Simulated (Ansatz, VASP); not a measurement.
# Sr2SO in VASP and in Ansatz

```
CELL_PARAMETERS angstrom
4.24540 0.00000 0.00000
0.00000 4.24540 0.00000
0.00000 0.00000 5.43210
ATOMIC_POSITIONS crystal
Sr 0.00000 0.00000 0.00000
Sr 0.50000 0.50000 0.50000
S 0.00000 0.00000 0.50000
O 0.50000 0.50000 0.00000
```

Change from the starting cell: strain +0.050 along x and y, -0.050 along z, atoms carried along.

Alike in both runs: task single point; functional LDA; k mesh 8 × 8 × 6; occupations gaussian, width 0.05 eV; no spin polarisation.

```csv
,VASP,Ansatz
version,VASP 6.6.1,Ansatz 0.2.0
potentials or method,"VASP PAW LDA potentials, release 64 (Sr_sv, S, O)","scalar-relativistic, plane waves, PAW"
plane-wave cutoff (eV),520,420
valence electrons in the cell,32,32
```

Ansatz gave:

* gap on the k mesh at the Fermi level (eV): 2.08
* least direct gap on the mesh (eV): 2.08
* pressure (GPa): -5.5
* largest component of the traceless stress (GPa): 5.60

Task: What did VASP give for the same quantities?

Result: gap on the k mesh at the Fermi level (eV): 2.04; least direct gap on the mesh (eV): 2.04; pressure (GPa): -5.2; largest component of the traceless stress (GPa): 5.82.

A k mesh can miss the band edges.
